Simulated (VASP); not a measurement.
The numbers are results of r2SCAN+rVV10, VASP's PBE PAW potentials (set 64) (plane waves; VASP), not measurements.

VASP ran on this input.

### INCAR
```
SYSTEM = NiAl
PREC = Accurate
ENCUT = 520
EDIFF = 1E-7
NELM = 100
ALGO = Normal
LREAL = .FALSE.
LASPH = .TRUE.
ISMEAR = 1
SIGMA = 0.1
METAGGA = R2SCAN
LUSE_VDW = .TRUE.
BPARAM = 11.95
CPARAM = 0.0093
LMIXTAU = .TRUE.
LMAXMIX = 4
LWAVE = .FALSE.
LCHARG = .FALSE.
ISIF = 2
```

**POSCAR**
```
NiAl
2.8581470
  0.9999999384   0.0000000000   0.0000000000
  0.0000000000   0.9999999384   0.0000000000
  0.0000000000   0.0000000000   0.9999999384
Al Ni
1 1
Cartesian
  0.4999999692   0.4999999692   0.4999999692
  0.0000000000   0.0000000000   0.0000000000
```

### KPOINTS
```
Automatic mesh
0
Gamma
13 13 13
0 0 0
```

POTCAR, in this order: Al Ni (PBE.64 set). Program: vasp_std.

**Question.** Predict the energy per atom (σ→0), band gap (on the k-mesh).

**Answer.** 
```json
{
  "energy per atom (σ→0)": "-9.879 eV/atom",
  "band gap (on the k-mesh)": "none (metal, semimetal or under 0.01 eV)"
}
```

OSZICAR:
```
...
DAV:  11    -0.197571551990E+02   -0.97142E-03   -0.67742E-03  1982   0.133E+00    0.635E-02
DAV:  12    -0.197571859108E+02   -0.30712E-04   -0.11383E-04  1822   0.138E-01    0.344E-02
DAV:  13    -0.197571539642E+02    0.31947E-04   -0.28125E-05  1802   0.672E-02    0.363E-02
DAV:  14    -0.197571766044E+02   -0.22640E-04   -0.55897E-05  1952   0.124E-01    0.818E-03
DAV:  15    -0.197571794066E+02   -0.28022E-05   -0.24249E-06  1786   0.213E-02    0.391E-03
DAV:  16    -0.197571792372E+02    0.16940E-06   -0.11676E-06  1790   0.206E-02    0.692E-04
DAV:  17    -0.197571791672E+02    0.69956E-07   -0.26436E-08   844   0.215E-03
   1 F= -.19757179E+02 E0= -.19757171E+02  d E =-.231970E-04
```

The compound is NiAl in the CsCl type structure. It was relaxed first. The run is not spin-polarised, so no magnetic state was tried. The electron count is odd and the run is not spin-polarised, which forces a metal.
